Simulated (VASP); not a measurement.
GaN (zinc blende): the bulk modulus from VASP (plane waves, PAW) at several levels of theory. Static lattice, third-order Birch-Murnaghan fit over five volumes.

| level | bulk modulus (GPa) |
|---|---|
| LDA | 201 |
| PBE | 170 |
| PBEsol | 188 |
| RPBE | 158 |
| AM05 | 185 |
| PBE-D3(BJ) | 179 |
| PBE-D4 | 183 |
| optB88-vdW | 175 |
| rev-vdW-DF2 | 178 |
| revTPSS | 189 |
| SCAN | 198 |
| r2SCAN | 195 |
| r2SCAN+rVV10 | 198 |

The cell of the LDA run:

Space group F-43m (No. 216); a = 4.464 Å, b = 4.464 Å, c = 4.464 Å, α = 90.00°, β = 90.00°, γ = 90.00°

```json
[
 {"atom": "Ga", "site": "4a", "symmetry": "-43m", "x": "0.0000", "y": "0.0000", "z": "0.0000"},
 {"atom": "N", "site": "4d", "symmetry": "-43m", "x": "0.7500", "y": "0.7500", "z": "0.7500"}
]
```
(The calculation used a cell of 2 atoms; values per cell refer to that cell.)

Only levels that ran to the end are used. Left out are those held back, those with too coarse a band path, GW runs whose mesh misses a band edge, hybrids' fits of cells that aren't cubic and levels without matching references; a question may draw on a part of the rest.

The compound is GaN in the zinc blende structure, a metastable form; wurtzite is the usual one.
